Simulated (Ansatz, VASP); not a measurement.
**Bi (Bismuth): VASP beside Ansatz**

One calculation is typed for both programs; each brings its own data sets. How far apart do they land? The cell is taken from a series of runs on this material, whose earlier steps may have relaxed, scaled, displaced or heated it; both programs get it as it stands.

Main program and level: Ansatz 0.2.0; plane waves, with VASP 6.6.1 beside it; zone-centre phonons at PBEsol.

### Step 1. Set-up

The structure is trigonal, space group R-3m (No. 166). Conventional cell: a = 4.550 Å, b = 4.550 Å, c = 11.419 Å, α = 90.00°, β = 90.00°, γ = 120.00°. Nearest to Bi lie 6 Bi at 3.09 to 3.42 Å.

### Step 2. VASP: zone-centre phonons, PBEsol

Second derivatives magnify differences that forces hide, and they need a tight electronic threshold.

Lines of VASP's logs that name or quote its potential files are left out, and so is its time.

File INCAR:

```
SYSTEM = Bi
PREC = Accurate
ENCUT = 500
EDIFF = 1E-08
NELM = 120
ISMEAR = 1
SIGMA = 0.2
LREAL = .FALSE.
ALGO = Normal
GGA = PS
NBANDS = 21
LORBIT = 11
LWAVE = .FALSE.
LCHARG = .FALSE.
ISIF = 2
IBRION = 8
LASPH = .TRUE.
GGA_COMPAT = .FALSE.
KPAR = 2
```

File POSCAR:

```
Bi
1.0
    2.2749757716      1.3134578742      3.8062294760
   -2.2749757716      1.3134578742      3.8062294760
    0.0000000000     -2.6269157483      3.8062294760
Bi
2
Direct
    0.2375644718      0.2375644719      0.2375644718
    0.7624355282      0.7624355281      0.7624355282
```

File KPOINTS:

```
Automatic mesh
0
Gamma
12 12 12
0 0 0
```

PAW data sets: Bi_d (PBE family, release 64).

Run with:

```sh
$ mpirun -np 2 vasp_std
```

Numbers of over 12 decimals in the logs are rounded to 6 here.

Log:

```text
[banner, memory and clock lines left out]
running    2 mpi-ranks, on    1 nodes
 distrk:  each k-point on    1 cores,    2 groups
 distr:  one band on    1 cores,    1 groups

 POSCAR found type information on POSCAR Bi
 POSCAR found :  1 types and       2 ions
|                                                                             |
|               ----> ADVICE to this user running VASP <----                  |
|                                                                             |
|     You enforced a specific xc type in the INCAR file but a different       |
|     [... a line on the potential file left out ...]
|     I HOPE YOU KNOW WHAT YOU ARE DOING!                                     |
|                                                                             |

 LDA part: xc-table for (Slater+PW92), standard interpolation
 POSCAR, INCAR and KPOINTS ok, starting setup
 FFT: planning ... GRIDC
 FFT: planning ... GRID_SOFT
 FFT: planning ... GRID
 WAVECAR not read
 entering main loop
       N       E                     dE             d eps       ncg     rms          rms(c)
DAV:   1     0.300447466251E+03    0.30045E+03   -0.16044E+04  7938   0.169E+03
DAV:   2     0.165441991400E+02   -0.28390E+03   -0.27780E+03  8023   0.440E+02
DAV:   3    -0.774475599604E+01   -0.24289E+02   -0.23973E+02  9466   0.146E+02
DAV:   4    -0.858015631610E+01   -0.83540E+00   -0.83480E+00  9494   0.297E+01
DAV:   5    -0.861713277608E+01   -0.36976E-01   -0.36976E-01 11285   0.558E+00    0.103E+00
DAV:   6    -0.860628436415E+01    0.10848E-01   -0.20803E-02 10156   0.169E+00    0.599E-01
DAV:   7    -0.860217201257E+01    0.41124E-02   -0.12790E-02 10323   0.138E+00    0.120E-01
DAV:   8    -0.860211738827E+01    0.54624E-04   -0.13520E-03  9207   0.466E-01    0.156E-02
DAV:   9    -0.860212302621E+01   -0.56379E-05   -0.58480E-05 11897   0.699E-02    0.697E-03
DAV:  10    -0.860212250786E+01    0.51836E-06   -0.22567E-06  9571   0.107E-02    0.147E-03
DAV:  11    -0.860212262374E+01   -0.11589E-06   -0.26133E-07 10755   0.402E-03    0.649E-04
DAV:  12    -0.860212258955E+01    0.34189E-07   -0.38772E-08  7582   0.222E-03    0.194E-04
DAV:  13    -0.860212263548E+01   -0.45922E-07   -0.63998E-09  5314   0.952E-04    0.492E-05
DAV:  14    -0.860212263770E+01   -0.22246E-08   -0.12279E-09  4924   0.430E-04
   1 F= -.86021226E+01 E0= -.86027524E+01  d E =0.188922E-02
 Linear response reoptimize wavefunctions to high precision
DAV:   1    -0.860212264053E+01   -0.28303E-08   -0.53934E-10  5184   0.299E-04
DAV:   2    -0.860212264055E+01   -0.14552E-10   -0.19099E-10  4709   0.149E-04
 Linear response DOF=           2
 Linear response progress:
  Degree of freedom:   1/  2
       N       E                     dE             d eps       ncg     rms          rms(c)
RMM:   1    -0.329035853110E+00   -0.32904E+00    0.21846E-01 48359   0.839E+00
RMM:   2    -0.337661410248E+00   -0.86256E-02   -0.20014E-02 62329   0.117E+00    0.447E-02
RMM:   3    -0.337878010616E+00   -0.21660E-03   -0.16811E-03 66922   0.330E-01    0.258E-02
RMM:   4    -0.337768917753E+00    0.10909E-03   -0.13196E-04 68840   0.102E-01    0.601E-03
RMM:   5    -0.337774321858E+00   -0.54041E-05   -0.16598E-05 65053   0.331E-02    0.231E-03
RMM:   6    -0.337778948115E+00   -0.46263E-05   -0.28187E-06 68895   0.146E-02    0.977E-04
RMM:   7    -0.337777138986E+00    0.18091E-05    0.46629E-07 67567   0.483E-03    0.315E-04
RMM:   8    -0.337772935974E+00    0.42030E-05    0.71046E-07 69358   0.180E-03    0.108E-04
RMM:   9    -0.337771006165E+00    0.19298E-05    0.84285E-07 70515   0.795E-04    0.268E-05
RMM:  10    -0.337771033732E+00   -0.27567E-07    0.58650E-07 72502   0.398E-04    0.202E-05
RMM:  11    -0.337770848726E+00    0.18501E-06    0.45674E-07 71004   0.246E-04    0.117E-05
RMM:  12    -0.337770370268E+00    0.47846E-06    0.25897E-07 68968   0.178E-04    0.641E-06
RMM:  13    -0.337770537790E+00   -0.16752E-06    0.89607E-08 69617   0.130E-04    0.361E-06
RMM:  14    -0.337770448001E+00    0.89789E-07    0.58237E-08 71075   0.108E-04    0.117E-06
RMM:  15    -0.337770408647E+00    0.39354E-07    0.11514E-08 74641   0.988E-05    0.248E-07
RMM:  16    -0.337770416069E+00   -0.74220E-08    0.78340E-09 60028   0.937E-05    0.443E-07
 first order change of Fermi-energy  -0.13174E-04
 force on displaced ion       1 direction 1 :  -1.293   0.000   0.000
 Linear response progress:
  Degree of freedom:   2/  2
       N       E                     dE             d eps       ncg     rms          rms(c)
RMM:   1    -0.329129690194E+00   -0.32913E+00    0.25349E-01 10522   0.852E+00
RMM:   2    -0.337627732230E+00   -0.84980E-02   -0.19134E-02 13585   0.116E+00    0.390E-02
RMM:   3    -0.337742338341E+00   -0.11461E-03   -0.15763E-03 14587   0.320E-01    0.220E-02
RMM:   4    -0.337547337925E+00    0.19500E-03   -0.13239E-04 14801   0.103E-01    0.546E-03
RMM:   5    -0.337556669548E+00   -0.93316E-05   -0.16695E-05 15027   0.313E-02    0.315E-03
RMM:   6    -0.337570281129E+00   -0.13612E-04   -0.28307E-06 14076   0.140E-02    0.781E-04
RMM:   7    -0.337571637088E+00   -0.13560E-05   -0.37304E-07 14800   0.459E-03    0.535E-04
RMM:   8    -0.337569709056E+00    0.19280E-05   -0.48966E-08 13038   0.170E-03    0.856E-05
RMM:   9    -0.337569222205E+00    0.48685E-06   -0.23178E-08 15530   0.804E-04    0.476E-05
RMM:  10    -0.337569041804E+00    0.18040E-06    0.66807E-08 14959   0.328E-04    0.308E-05
RMM:  11    -0.337568910447E+00    0.13136E-06    0.19878E-09 14728   0.203E-04    0.721E-06
RMM:  12    -0.337568951337E+00   -0.40890E-07   -0.61192E-09 15786   0.139E-04    0.226E-06
RMM:  13    -0.337568954493E+00   -0.31556E-08   -0.88914E-09 15723   0.108E-04    0.962E-07
 first order change of Fermi-energy   0.32524E+00
 force on displaced ion       1 direction 3 :   0.000  -0.000  -3.584
 Linear response finished
```

From OUTCAR (step 2):

```text
ion  position               nearest neighbor table
   1  0.238  0.238  0.238-   2 3.09   2 3.09   2 3.09   2 3.42   2 3.42   2 3.42
   2  0.762  0.762  0.762-   1 3.09   1 3.09   1 3.09   1 3.42   1 3.42   1 3.42

  LATTYP: Found a trigonal (rhomboedric) cell.
 ALAT       =     4.6247236861
 COS(alpha) =     0.5160372150

 Subroutine GETGRP returns: Found 12 space group operations
 (whereof 12 operations were pure point group operations)

The static configuration has the point symmetry D_3d.

 Found    189 irreducible k-points:

   k-points           NKPTS =    189   k-points in BZ     NKDIM =    189   number of bands    NBANDS=     21

   dimension x,y,z NGX =    36 NGY =   36 NGZ =   36
   dimension x,y,z NGXF=    72 NGYF=   72 NGZF=   72

   ENCUT  =  500.0 eV  36.75 Ry    6.06 a.u.   8.43  8.43  8.43*2*pi/ulx,y,z

   NELECT =      30.0000    total number of electrons

 k-points in reciprocal lattice and weights: Automatic mesh
   0.00000000  0.00000000  0.00000000       0.001
   0.08333333 -0.00000000  0.00000000       0.003
   0.16666667  0.00000000  0.00000000       0.003
   0.25000000  0.00000000  0.00000000       0.003
   0.33333333  0.00000000 -0.00000000       0.003
   0.41666667  0.00000000  0.00000000       0.003
   0.50000000  0.00000000  0.00000000       0.002
   0.08333333  0.08333333 -0.00000000       0.003
   0.16666667  0.08333333  0.00000000       0.007
[...]
-0.41666667  0.50000000  0.41666667       0.003
   0.50000000  0.50000000  0.50000000       0.001

 average (electrostatic) potential at core
       1-104.0401       2-104.0401

  Total       -0.0360916     -0.0360916      0.2411663      0.0000000      0.0000000      0.0000000
  in kB       -0.8473797     -0.8473797      5.6622361      0.0000000      0.0000000      0.0000000
  external PRESSURE =       1.3224922 kB  Pullay stress =       0.0000000 kB

  energy-cutoff  :      500.00
  volume of cell :       68.24
      direct lattice vectors                 reciprocal lattice vectors
     2.274975772  1.313457874  3.806229476     0.219782560  0.126891520  0.087575732
    -2.274975772  1.313457874  3.806229476    -0.219782560  0.126891520  0.087575732
     0.000000000 -2.626915748  3.806229476     0.000000000 -0.253783041  0.087575732

 POSITION                                       TOTAL-FORCE (eV/Angst)
 -----------------------------------------------------------------------------------
     -0.00000      0.00000      2.71267         0.000000      0.000000      0.003156
      0.00000     -0.00000      8.70601         0.000000     -0.000000     -0.003156
 -----------------------------------------------------------------------------------
    total drift:                                0.000000      0.000000     -0.000000

 Eigenvectors and eigenvalues of the dynamical matrix
 ----------------------------------------------------

   1 f  =    2.895452 THz    18.192660 2PiTHz   96.581875 cm-1    11.974621 meV
             X         Y         Z           dx          dy          dz
     -0.000000  0.000000  2.712675    -0.000000   -0.000000   -0.707107
      0.000000 -0.000000  8.706014     0.000000    0.000000    0.707107

   2 f  =    1.739006 THz    10.926500 2PiTHz   58.007013 cm-1     7.191950 meV
             X         Y         Z           dx          dy          dz
     -0.000000  0.000000  2.712675     0.000003    0.707107   -0.000000
      0.000000 -0.000000  8.706014    -0.000003   -0.707107    0.000000

   3 f  =    1.739006 THz    10.926500 2PiTHz   58.007013 cm-1     7.191950 meV
             X         Y         Z           dx          dy          dz
     -0.000000  0.000000  2.712675    -0.707107    0.000003   -0.000000
      0.000000 -0.000000  8.706014     0.707107   -0.000003    0.000000

   4 f  =    0.000000 THz     0.000000 2PiTHz    0.000000 cm-1     0.000000 meV
             X         Y         Z           dx          dy          dz
     -0.000000  0.000000  2.712675     0.000000   -0.579216    0.405597
      0.000000 -0.000000  8.706014     0.000000   -0.579216    0.405597

   5 f  =    0.000000 THz     0.000000 2PiTHz    0.000000 cm-1     0.000000 meV
             X         Y         Z           dx          dy          dz
     -0.000000  0.000000  2.712675     0.707107    0.000000    0.000000
      0.000000 -0.000000  8.706014     0.707107    0.000000    0.000000

   6 f/i=    0.000000 THz     0.000000 2PiTHz    0.000000 cm-1     0.000000 meV
             X         Y         Z           dx          dy          dz
     -0.000000  0.000000  2.712675    -0.000000    0.405597    0.579216
      0.000000 -0.000000  8.706014    -0.000000    0.405597    0.579216

 ELASTIC MODULI CONTR FROM IONIC RELAXATION (kBar)
 Direction    XX          YY          ZZ          XY          YZ          ZX
 --------------------------------------------------------------------------------
 XX        -146.1429     49.5678    -88.9268     -0.0000    213.1060      0.0000
 YY          49.5678   -146.1429    -88.9268      0.0000   -213.1060     -0.0000
 ZZ         -88.9268    -88.9268   -163.7687      0.0000     -0.0000     -0.0000
 XY          -0.0000      0.0000      0.0000    -97.8553      0.0000    210.8713
 YZ         213.1060   -213.1060     -0.0000      0.0000   -464.0948     -0.0000
 ZX           0.0000     -0.0000     -0.0000    210.8713     -0.0000   -454.4127
 --------------------------------------------------------------------------------
```

### Step 3. Ansatz: zone-centre phonons, PBEsol

Ansatz runs on its PAW soft_1 files.

The same cell, functional, mesh and smearing now go to Ansatz, which takes its cutoff from its data sets.

File input.yaml:

```yaml
crystal:
  lattice:
    - [2.2749757716, 1.3134578742, 3.806229476]
    - [-2.2749757716, 1.3134578742, 3.806229476]
    - [0.0, -2.6269157483, 3.806229476]
  atoms:
    - { symbol: Bi, position: [0.2375644718, 0.2375644719, 0.2375644718] }
    - { symbol: Bi, position: [0.7624355282, 0.7624355281, 0.7624355282] }
kpoints:
  mp_grid: { grid: [12, 12, 12] }
hamiltonian:
  xc: pbesol
  pseudopotentials: { kind: paw, azcp: { folder: soft_1 }, xc_functional: pbe }
scf:
  occupations: { method: methfessel_paxton, width: 0.2 }
output:
  eigenvalues: true
phonons:
  method: dfpt
```

Run with:

```sh
$ ansatz run input.yaml --threads 4 --pin off --max-ram 10240MiB --backend cpu --events-out ev --progress --plain --runs-dir out
```

Log:

```text
Engine: ansatz 0.2.0, aarch64-unknown-linux-gnu
Pseudopotentials: kind: paw
Pseudopotential: Bi, paw, valence charge 15, recommended cutoff 420 eV (normal), soft_1/Bi.paw.azcp
Functional definition: PBEsol
  exchange = pbesol_x
  correlation = pbesol_c
Crystal: 2 atoms, lattice volume = 68.240 Å³
Basis set: ecut = 420 eV, 1351 PW (Γ), exchange–correlation on 64×64×64 points (8 copies of the dense FFT grid, shifted against one another)
Bands: 19, of which v1, the nominal top of the filled ones, is band 15 counted from 1 (14 counted from 0)
Symmetry: 12 space group operations
k-points: 476 of 1728 (irreducible under 2 space group operations, time reversal used)
Non-local potential: Bi, projectors of the file, l = 0: 2, l = 1: 2, l = 2: 2, l = 3: 1
PAW form: soft (Blöchl's): semilocal exchange-correlation on the pseudo side does not see the compensation charge
PAW frozen core: Bi, regenerated for the run's functional, and the local potential with it (the file was generated under x = pbe(κ = 0.804, μ = 0.219515), c = pbe(β = 0.066725))
PAW one-centre angular grid: Bi, 590 points (default); XC on 64 Gauss nodes
Initial density: superposition of atomic densities (chi_scale 0.1, normalization cell)
Initial wavefunctions: pseudopotential atomic-orbital guess
Functional: x = pbesol(κ = 0.804, μ = 0.123457), c = pbesol(β = 0.046)
SCF iter   1: F=—  HF=-24488.941255 eV  |F-HF|=—  |Δ(HF+E_count)|=         —  Δρ=1.10e-2  dr2=6.94e-2  ethr=3.10e-3  ⟨swp⟩=5.4  Hψ=43488  notcnv=0
preconditioner: auto → Kerker (q_TF=auto, 2.379 Å⁻¹)  [metal: Δε(μ)=0.027 eV  Ē_g=20.242 eV  σ=0.200 eV  W_gap=0.12  n_scr=14 (ndim 8)  ℏωp=24.6 eV  f_vac=0.000  D(μ)=0.21/eV (n_scr^D=0)]
SCF iter   2: F=—  HF=-24488.932340 eV  |F-HF|=—  |Δ(HF+E_count)|=   8.91e-3  S|Δr|=    0.00e0  Δρ=7.06e-3  dr2=2.97e-2  ethr=2.31e-4  ⟨swp⟩=1.0  Hψ=12852  notcnv=0
SCF iter   3: F=—  HF=-24488.928752 eV  |F-HF|=—  |Δ(HF+E_count)|=   3.59e-3  S|Δr|=    0.00e0  Δρ=8.38e-4  dr2=6.70e-4  ethr=9.89e-5  ⟨swp⟩=2.0  Hψ=16190  notcnv=0
SCF iter   4: F=—  HF=-24488.928715 eV  |F-HF|=—  |Δ(HF+E_count)|=   3.74e-5  S|Δr|=    0.00e0  Δρ=3.49e-4  dr2=9.70e-5  ethr=2.23e-6  ⟨swp⟩=2.0  Hψ=16190  notcnv=0
SCF iter   5: F=—  HF=-24488.928703 eV  |F-HF|=—  |Δ(HF+E_count)|=   1.16e-5  S|Δr|=    0.00e0  Δρ=1.35e-4  dr2=2.19e-5  ethr=3.23e-7  ⟨swp⟩=2.0  Hψ=15102  notcnv=0
SCF iter   6: F=—  HF=-24488.928699 eV  |F-HF|=—  |Δ(HF+E_count)|=   3.83e-6  S|Δr|=    0.00e0  Δρ=3.38e-5  dr2=1.29e-6  ethr=7.31e-8  ⟨swp⟩=3.0  Hψ=16212  notcnv=0
SCF iter   7: F=—  HF=-24488.928699 eV  |F-HF|=—  |Δ(HF+E_count)|=   5.92e-7  S|Δr|=    0.00e0  Δρ=5.68e-6  dr2=4.36e-8  ethr=4.29e-9  ⟨swp⟩=3.0  Hψ=16235  notcnv=0
SCF iter   8: F=—  HF=-24488.928699 eV  |F-HF|=—  |Δ(HF+E_count)|=   3.16e-9  S|Δr|=    0.00e0  Δρ=1.20e-6  dr2=1.70e-9  ethr=1.45e-10  ⟨swp⟩=2.0  Hψ=11750  notcnv=0
SCF iter   9: F=—  HF=-24488.928699 eV  |F-HF|=—  |Δ(HF+E_count)|=  2.00e-10  S|Δr|=    0.00e0  Δρ=2.02e-7  dr2=2.54e-11  ethr=5.67e-12  ⟨swp⟩=3.0  Hψ=16691  notcnv=0
SCF iter  10: F=-24488.928699 eV  HF=-24488.928699 eV  |F-HF|=3.64e-12  |Δ(HF+E_count)|=  2.55e-11  S|Δr|=    0.00e0  Δρ=4.99e-8  dr2=2.29e-12  ethr=1.00e-12  ⟨swp⟩=5.0  Hψ=34893  notcnv=0
SCF 1 converged in 10 iterations: F = -24488.928699 eV  dr2 = 2.29e-12
  greatest PAW one-centre occupation: 0.988 electrons in one spin orbital (limit 2), on the Bi atom at site 1 (counted from 0), in its partial waves of l = 2
DFPT response loops at Γ: preconditioner auto → Kerker (q_TF=auto, 2.379 Å⁻¹) (partly filled bands, converged f_vac=0.000); β = 1.00, the filter's whole step (`scf.mixing.beta` (0.50) is not read by the response loops under this deck's `scf.mixing.preconditioner`; to damp them name `kerker` or `kerker_dos`, under which they read `scf.mixing.beta`, and type it under 1.00, their step now; both keys bind the ground state too); Broyden in place of MSR1
SCF converged after 10 iterations
Stability not checked: this state was not tested for a lower state beside it, because cold or Methfessel-Paxton smearing, or corrected tetrahedra, fill the levels in a way that the test cannot read (fill_not_monotonic; see scf.lower_state_search)
Free energy (F): -24488.928699 eV
Harris-Foulkes:  -24488.928699 eV  (|F-HF|=3.64e-12)
Internal energy: -24488.930575 eV  (E = F + TS)
E sigma→0 (E₀):  -24488.929168 eV
Entropy (-TS):   0.001876 eV (0.938 meV/atom)
Fermi energy:    10.001937 eV
--- Per-component energies (eV) ---
  E_band       = -208.461806
  E_kinetic    = 508.912867
  E_local      = -2661.108622  (includes V_loc(G=0)·N_el)
  E_nonlocal   = 820.652083
  E_hartree    = 988.308938
  E_xc         = -300.702254
  E_vxc        = -261.762861  (∫ρ·V_xc dr)
  E_paw        = -21019.205415  (= ΣΔE_a)
  E_vpaw       = -591.773573  (= ΣTr[D̂ρ^β])
  E_aug_tail   = 0.000412  (compensation charges beyond the density's cutoff)
  E_ewald      = -2825.968172
  E_core_change = 0.179589  (= ΣΔE_core)
  E_smearing   = 0.001876  (= −TS)
  E_closure    = -0.000000  (closes the sum)
  Σ components = -24488.928699   (vs F -24488.928699, Δ=0.00e0)
--- Band table (eV; the first three rows and the last of 476) ---
  k-point 0: bands = [... 11 lower, 2.6476, 8.6491, 8.6869, 8.6869, 12.8133, 13.1199, 13.1199, 15.5752]
  k-point 1: bands = [... 11 lower, 2.4760, 8.6703, 8.6954, 8.7295, 12.6297, 12.7795, 12.9163, 15.1684]
  k-point 2: bands = [... 11 lower, 2.0085, 8.7119, 8.7255, 8.8503, 11.9678, 12.2859, 12.4172, 14.9620]
  k-point 475: bands = [... 11 lower, -0.1834, 9.0978, 9.4280, 9.4280, 10.4059, 10.4059, 10.4498, 17.4211]
--- Phonons (Γ-DFPT): 2 representative perturbations + reference, on 476 of 1728 k-points (Σ response iterations 6) ---
  k mesh reduced under 2 symmetry operations, with k and −k counted as one. Each operation leaves every solved perturbation unchanged. A smaller set is not used because it would not reduce the number of displacements times k-points to solve
  ASR residual: 2.288e-5 → 0.000e0 eV/Å²; symmetrization residual: 9.022e-6 eV/Å²
  ASR residual per site (eV/Å²): 2.29e-5 2.29e-5
  Γ frequencies (cm⁻¹): 0.00 0.00 0.00 57.92 57.92 96.22
  non-analytic LO–TO correction: not included (Born effective charges unavailable; polar crystals: no LO–TO splitting at Γ)
```

Reading the cycles: dr2 is the Hartree energy of the density residual (eV), the measure of convergence; HF is the Harris–Foulkes estimate of the energy, which meets the free energy F at convergence.

### Step 4. Comparison

Known differences besides the potentials themselves: the cutoff is 420 eV in Ansatz and 500 eV in VASP; Ansatz makes its cores anew for this functional, VASP keeps those of its PBE data sets. Total energies have different zeros and are not compared.

The two programs side by side:

```
                  quantity  Ansatz  VASP  difference
optical mode 1 to 2 (cm⁻¹)    57.9  58.0     -0.15 %
     optical mode 3 (cm⁻¹)    96.2  96.6     -0.37 %
```

Modes are paired by rising frequency, not by their patterns, so a pair may set unlike modes beside each other; they are those without the splitting of longitudinal modes.

### Step 5. What came out

```json
{
 "r.m.s. difference of the optical zone-centre modes, each program's sorted by frequency (zone-centre phonons, PBEsol)": "0.22 cm⁻¹"
}
```

The r.m.s. difference of the optical zone-centre modes, each program's sorted by frequency is 0.22 cm⁻¹ (zone-centre phonons, PBEsol). How closely two codes agree says nothing of how well the functional describes the real material.

[Lines on the potential files, build, host, timing and source positions are cut from VASP's logs without a mark.]

[Logs are printed without paths, hosts, clocks, repeated set-up lines and the standing remarks that a program may print on its own settings, such as how far it seeks lower states.]

[Hosts, paths, dates, database ids (printed as entryN), source tags and the programs' standing remarks are cut or masked in the printed files.]
